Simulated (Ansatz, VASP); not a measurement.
# Cross-check of SiO2 (Cristobalite) between VASP and Ansatz, part 3 of 3

Wanted: the spread between two codes on one cell, functional and k mesh. The cell is taken from a series of runs on this material, whose earlier steps may have relaxed, scaled, displaced or heated it; both programs get it as it stands.

VASP 6.6.1 and Ansatz 0.2.0.

So far: The starting structure; VASP: zone-centre phonons, LDA.

## 3. Ansatz: zone-centre phonons, LDA

Level of this step: Ansatz beside VASP: Kohn-Sham DFT, plane waves, LDA (Ansatz).

Ansatz runs on its PAW soft_1 files.

The same cell, functional (in two slightly different forms) and mesh now go to Ansatz, which takes its cutoff from its data sets.

File input.yaml:

```yaml
crystal:
  lattice:
    - [5.0298251449, 0.0, 0.0]
    - [0.0, 5.0298251449, 0.0]
    - [0.0, 0.0, 7.0325220449]
  atoms:
    - { symbol: O, position: [0.2411614808, 0.093600267, 0.1737114461] }
    - { symbol: O, position: [0.406399733, 0.7411614808, 0.4237114461] }
    - { symbol: O, position: [0.7588385192, 0.906399733, 0.6737114461] }
    - { symbol: O, position: [0.593600267, 0.2588385192, 0.9237114461] }
    - { symbol: O, position: [0.7411614808, 0.406399733, 0.5762885539] }
    - { symbol: O, position: [0.906399733, 0.7588385192, 0.3262885539] }
    - { symbol: O, position: [0.2588385192, 0.593600267, 0.0762885539] }
    - { symbol: O, position: [0.093600267, 0.2411614808, 0.8262885539] }
    - { symbol: Si, position: [0.2944458912, 0.2944458912, 0.0] }
    - { symbol: Si, position: [0.2055541088, 0.7944458912, 0.25] }
    - { symbol: Si, position: [0.7055541088, 0.7055541088, 0.5] }
    - { symbol: Si, position: [0.7944458912, 0.2055541088, 0.75] }
kpoints:
  mp_grid: { grid: [4, 4, 4] }
hamiltonian:
  xc: lda
  pseudopotentials: { kind: paw, azcp: { folder: soft_1 }, xc_functional: pbe }
scf:
  occupations: { method: fixed }
output:
  eigenvalues: true
phonons:
  method: dfpt
  dielectric: true
  rigid_motions: translations
```

Launch:

```bash
$ ansatz run input.yaml --threads 8 --pin off --max-ram 20480MiB --backend cpu --events-out ev --progress --plain --runs-dir out
```

Numbers of over 12 decimals in the logs are rounded to 6 here.

Log:

```text
Engine: ansatz 0.2.0, aarch64-unknown-linux-gnu
Pseudopotentials: kind: paw
Pseudopotential: O, paw, valence charge 6, recommended cutoff 420 eV (normal), soft_1/O.paw.azcp
Pseudopotential: Si, paw, valence charge 4, recommended cutoff 420 eV (normal), soft_1/Si.paw.azcp
Functional definition: SPW92
  exchange = slater_x
  correlation = pw_c
Crystal: 12 atoms, lattice volume = 177.917 Å³
Basis set: ecut = 420 eV, 3507 PW (Γ), exchange–correlation on 72×72×96 points (8 copies of the dense FFT grid, shifted against one another)
Bands: 44, of which v1, the nominal top of the filled ones, is band 32 counted from 1 (31 counted from 0)
Symmetry: 8 space group operations
k-points: 36 of 64 (irreducible under 1 space group operation, time reversal used)
Non-local potential: O, projectors of the file, l = 0: 2, l = 1: 2, l = 2: 1
Non-local potential: Si, projectors of the file, l = 0: 2, l = 1: 2, l = 2: 1
PAW form: soft (Blöchl's): semilocal exchange-correlation on the pseudo side does not see the compensation charge
PAW frozen core: O, regenerated for the run's functional, and the local potential with it (the file was generated under x = pbe(κ = 0.804, μ = 0.219515), c = pbe(β = 0.066725))
PAW frozen core: Si, regenerated for the run's functional, and the local potential with it (the file was generated under x = pbe(κ = 0.804, μ = 0.219515), c = pbe(β = 0.066725))
PAW one-centre angular grid: O, 110 points (default); XC on 64 Gauss nodes
PAW one-centre angular grid: Si, 110 points (default); XC on 64 Gauss nodes
Initial density: superposition of atomic densities (chi_scale 0.1, normalization cell, long waves kept (reshape's long-wave potential 0.00 eV rms))
Initial wavefunctions: pseudopotential atomic-orbital guess
Functional: x = slater, c = lda
SCF iter   1: F=—  HF=-6897.508216 eV  |F-HF|=—  |Δ(HF+E_count)|=         —  Δρ=1.18e-1  dr2=2.24e1  ethr=3.10e-3  ⟨swp⟩=4.9  Hψ=6340  notcnv=0  defer=333
preconditioner: auto → Resta (q_TF=auto, 2.301 Å⁻¹)  ε∞=2.6  [insulator: Δε(μ)=7.213 eV  Ē_g=17.872 eV  n_scr=36 (ndim 8)  ℏωp=22.3 eV  f_vac=0.136  ε∞_Penn≈2.6]
SCF iter   2: F=—  HF=-6891.129814 eV  |F-HF|=—  |Δ(HF+E_count)|=    6.38e0  Δρ=4.08e-2  dr2=1.20e0  ethr=3.10e-3  ⟨swp⟩=4.3  Hψ=4287  notcnv=0  defer=337
SCF iter   3: F=—  HF=-6890.853064 eV  |F-HF|=—  |Δ(HF+E_count)|=   2.77e-1  Δρ=1.88e-2  dr2=3.75e-1  ethr=1.88e-3  ⟨swp⟩=2.0  Hψ=1466  notcnv=0  defer=351
SCF iter   4: F=—  HF=-6890.767427 eV  |F-HF|=—  |Δ(HF+E_count)|=   8.56e-2  Δρ=1.50e-3  dr2=3.43e-3  ethr=5.86e-4  ⟨swp⟩=3.1  Hψ=2611  notcnv=0  defer=358
SCF iter   5: F=—  HF=-6890.769933 eV  |F-HF|=—  |Δ(HF+E_count)|=   2.51e-3  Δρ=3.91e-4  dr2=1.96e-4  ethr=5.36e-6  ⟨swp⟩=2.2  Hψ=2582  notcnv=0  defer=357
SCF iter   6: F=—  HF=-6890.769971 eV  |F-HF|=—  |Δ(HF+E_count)|=   3.84e-5  Δρ=7.28e-5  dr2=9.68e-6  ethr=3.06e-7  ⟨swp⟩=2.9  Hψ=2863  notcnv=0  defer=357
SCF iter   7: F=—  HF=-6890.769980 eV  |F-HF|=—  |Δ(HF+E_count)|=   9.17e-6  Δρ=9.46e-6  dr2=1.61e-7  ethr=1.51e-8  ⟨swp⟩=2.9  Hψ=2882  notcnv=0  defer=336
SCF iter   8: F=—  HF=-6890.769981 eV  |F-HF|=—  |Δ(HF+E_count)|=   3.41e-7  Δρ=2.31e-6  dr2=6.32e-9  ethr=2.52e-10  ⟨swp⟩=2.2  Hψ=2296  notcnv=0  defer=314
SCF iter   9: F=-6890.769981 eV  HF=-6890.769981 eV  |F-HF|=1.53e-10  |Δ(HF+E_count)|=   6.55e-9  Δρ=2.36e-7  dr2=7.15e-11  ethr=1.00e-12  ⟨swp⟩=17.9  Hψ=14189  notcnv=0
SCF 1 converged in 9 iterations: F = -6890.769981 eV  dr2 = 7.15e-11
  greatest PAW one-centre occupation: 0.855 electrons in one spin orbital (limit 2), on the O atom at site 4 (counted from 0), in its partial waves of l = 0
DFPT response loops at Γ: preconditioner auto → none (the input reference at scf.mixing.eps_inf says where Resta's filter doesn't serve); β = 0.50; Broyden in place of MSR1
── the response to a field inside a basis, on 4×4×4 k-points: an SCF that follows is theirs, and a resumed run solves both again ──
Bands: 33, of which v1, the nominal top of the filled ones, is band 32 counted from 1 (31 counted from 0)
k-points: 6 of 64 (time reversal used)
Initial density: handed on by an earlier stage of this run
Initial wavefunctions: pseudopotential atomic-orbital guess (no wavefunctions were taken with the density)
Eigensolver: Dense (6 Hₖ)
SCF iter   1: F=—  HF=-6890.597403 eV  |F-HF|=—  |Δ(HF+E_count)|=         —  Δρ=4.09e-4  dr2=8.66e-5  ethr=1.00e-1
preconditioner: auto → Resta (q_TF=auto, 2.301 Å⁻¹)  ε∞=3.5  [insulator: Δε(μ)=5.953 eV  Ē_g=13.956 eV  n_scr=36 (ndim 8)  ℏωp=22.3 eV  f_vac=0.240  ε∞_Penn≈3.5]
SCF iter   2: F=—  HF=-6890.597409 eV  |F-HF|=—  |Δ(HF+E_count)|=   6.60e-6  Δρ=1.91e-4  dr2=2.28e-5  ethr=1.35e-7
SCF iter   3: F=—  HF=-6890.597414 eV  |F-HF|=—  |Δ(HF+E_count)|=   5.15e-6  Δρ=6.39e-5  dr2=2.77e-6  ethr=3.56e-8
SCF iter   4: F=—  HF=-6890.597414 eV  |F-HF|=—  |Δ(HF+E_count)|=   7.89e-8  Δρ=6.35e-6  dr2=1.14e-7  ethr=4.32e-9
[...]
k-point 2: bands = [... 28 lower, 0.2711, 0.2711, 0.3627, 0.3627, 7.4260, 7.4260, 10.0382, 10.0382, ... 8 higher]
  k-point 35: bands = [... 28 lower, 0.1016, 0.1016, 0.1016, 0.1016, 9.7082, 9.7082, 9.7082, 9.7082, ... 8 higher]
--- Phonons (Γ-DFPT): 5 representative perturbations + reference, on 36 of 64 k-points (Σ response iterations 19) ---
  k mesh reduced under 1 symmetry operation, with k and −k counted as one. Each operation leaves every solved perturbation unchanged. A smaller set is not considered because the run solves the response to a homogeneous field
  ASR residual: 5.180e-5 → 0.000e0 eV/Å²; symmetrization residual: 2.210e-6 eV/Å²
  ASR residual per site (eV/Å²): 5.18e-5 5.18e-5 5.18e-5 5.18e-5 5.18e-5 5.18e-5 5.18e-5 5.18e-5 3.99e-5 3.99e-5 3.99e-5 3.99e-5
  Γ frequencies (cm⁻¹): 0.00 0.00 0.00 29.36 102.47 129.78 129.78 206.86 258.07 258.07 273.65 284.23 347.80 357.36 361.49 361.49 385.42 413.39 442.57 442.57 464.20 598.97 598.97 772.32 775.18 775.43 778.63 778.63 1088.18 1090.28 1090.28 1091.08 1093.60 1139.26 1206.39 1206.39
  ε∞ (high-frequency dielectric tensor):
        2.247628     0.000000     0.000000
        0.000000     2.247628     0.000000
        0.000000     0.000000     2.240106
  ε⁰ (static dielectric tensor: ions relaxed, cell fixed):
        4.062513     0.000000     0.000000
        0.000000     4.062513    -0.000000
        0.000000    -0.000000     3.893313
  ε⁰ − ε∞ (ionic part):
        1.814885     0.000000     0.000000
        0.000000     1.814885    -0.000000
        0.000000    -0.000000     1.653206
  softest optical mode at Γ: 29.36 cm⁻¹; the repairs (sum rule, projections) moved no ω² at Γ by more than (1.56 cm⁻¹)²
  Born effective charges Z* (e; rows j = field, columns β = displacement):
    site 0:
        -1.02851   -0.14450    0.06241
        -0.20271   -2.34229    0.86135
         0.19340    0.86101   -1.66950
    site 1:
        -2.34229    0.20271   -0.86135
         0.14450   -1.02851    0.06241
        -0.86101    0.19340   -1.66950
    site 2:
        -1.02851   -0.14450   -0.06241
        -0.20271   -2.34229   -0.86135
        -0.19340   -0.86101   -1.66950
    site 3:
        -2.34229    0.20271    0.86135
         0.14450   -1.02851   -0.06241
         0.86101   -0.19340   -1.66950
    site 4:
        -1.02851    0.14450   -0.06241
         0.20271   -2.34229    0.86135
        -0.19340    0.86101   -1.66950
    site 5:
[...]
site 6:
[...]
site 7:
[...]
site 8:
[...]
site 9:
[...]
site 10:
[...]
site 11:
[...]
Z* charge neutrality: 5.155e-3 e pre-enforcement
  solved inside a basis spanned on kpoints, on 4×4×4 k-points, its susceptibility summed on 8×8×6: ε∞ is read to err by 8.2e-3, Z* by 1.2e-2 e (field_mesh: kpoints solves on kpoints); Z* is corrected for what the basis lacks
  optical modes at Γ without the LO–TO term, one row a degenerate level:
      ω (cm⁻¹)  modes    IR ((D/Å)²/amu)
[...]
optical modes at Γ + LO–TO along q̂ = [1.0000, 0.0000, 0.0000]:
      ω (cm⁻¹)  modes    IR ((D/Å)²/amu)
[...]
optical modes at Γ + LO–TO along q̂ = [0.0000, 1.0000, 0.0000]:
      ω (cm⁻¹)  modes    IR ((D/Å)²/amu)
[...]
optical modes at Γ + LO–TO along q̂ = [0.0000, 0.0000, 1.0000]:
      ω (cm⁻¹)  modes    IR ((D/Å)²/amu)
[...]
778.63      2             0.0310
        790.55      1             3.1659
       1088.18      1             0.0000
       1090.28      2           120.9796
       1091.08      1             0.0000
       1139.26      1             0.0000
       1206.39      2             1.8271
       1240.43      1            68.4264
```

## 4. Side by side

Known differences besides the potentials themselves: fixed occupations in Ansatz, narrow Gaussian smearing in VASP; VASP's response is taken on the typed mesh, Ansatz refines its own for the field response alone; the cutoff is 420 eV in Ansatz and 600 eV in VASP; VASP's log shows a relativistic correction to its local exchange, Ansatz's none. Total energies have different zeros and are not compared.

The two programs side by side:

| quantity | Ansatz | VASP | difference |
| --- | --- | --- | --- |
| ε∞ xx | 2.25 | 2.24 | +0.49 % |
| ε∞ yy | 2.25 | 2.24 | +0.49 % |
| ε∞ zz | 2.24 | 2.23 | +0.48 % |
| Born charge of O1 (mean of the diagonal) (e) | -1.68 | -1.67 | -0.01 |
| Born charge of Si9 (mean of the diagonal) (e) | 3.36 | 3.33 | +0.03 |
| optical mode 1 (cm⁻¹) | 29.4 | 29.6 | -0.2 |
| optical mode 2 (cm⁻¹) | 102.5 | 102.8 | -0.36 % |
| optical mode 3 to 4 (cm⁻¹) | 129.8 | 130.7 | -0.70 % |
| optical mode 5 (cm⁻¹) | 206.9 | 206.9 | -0.03 % |
| optical mode 6 to 7 (cm⁻¹) | 258.1 | 260.5 | -0.94 % |
| optical mode 8 (cm⁻¹) | 273.6 | 276.5 | -1.03 % |
| optical mode 9 (cm⁻¹) | 284.2 | 286.7 | -0.87 % |
| optical mode 10 (cm⁻¹) | 347.8 | 349.8 | -0.58 % |
| optical mode 11 (cm⁻¹) | 357.4 | 358.5 | -0.31 % |
| optical mode 12 to 13 (cm⁻¹) | 361.5 | 364.0 | -0.68 % |
| optical mode 14 (cm⁻¹) | 385.4 | 386.0 | -0.15 % |
| optical mode 15 (cm⁻¹) | 413.4 | 415.7 | -0.55 % |
| optical mode 16 to 17 (cm⁻¹) | 442.6 | 445.3 | -0.62 % |
| optical mode 18 (cm⁻¹) | 464.2 | 467.0 | -0.59 % |
| optical mode 19 to 20 (cm⁻¹) | 599.0 | 601.5 | -0.41 % |
| optical mode 21 (cm⁻¹) | 772.3 | 772.3 | +0.01 % |
| optical mode 22 (cm⁻¹) | 775.2 | 777.5 | -0.30 % |
| optical mode 23 (cm⁻¹) | 775.4 | 777.9 | -0.32 % |
| optical mode 24 to 25 (cm⁻¹) | 778.6 | 780.0 | -0.18 % |
| optical mode 26 (cm⁻¹) | 1088.2 | 1097.2 | -0.82 % |
| optical mode 27 to 28 (cm⁻¹) | 1090.3 | 1099.2 | -0.81 % |

Modes are paired by rising frequency, not by their patterns, so a pair may set unlike modes beside each other; they are those without the splitting of longitudinal modes.

## 5. Summary of results

| Property | Result |
| --- | --- |
| r.m.s. difference of the optical zone-centre modes, each program's sorted by frequency (zone-centre phonons, LDA) | 4.2 cm⁻¹ |
| difference in optical mode 8 (zone-centre phonons, LDA) | -1.0 % |

In words: The r.m.s. difference of the optical zone-centre modes, each program's sorted by frequency is 4.2 cm⁻¹ (zone-centre phonons, LDA). Among the rows given in per cent, the largest difference of the zone-centre phonons, LDA pair is in optical mode 8, -1.0 %. How closely two codes agree says nothing of how well the functional describes the real material.

[Lines on the potential files, build, host, timing and source positions are cut from VASP's logs without a mark.]

[Logs are printed without paths, hosts, clocks, repeated set-up lines and the standing remarks that a program may print on its own settings, such as how far it seeks lower states.]

[Hosts, paths, dates, database ids (printed as entryN), source tags and the programs' standing remarks are cut or masked in the printed files.]
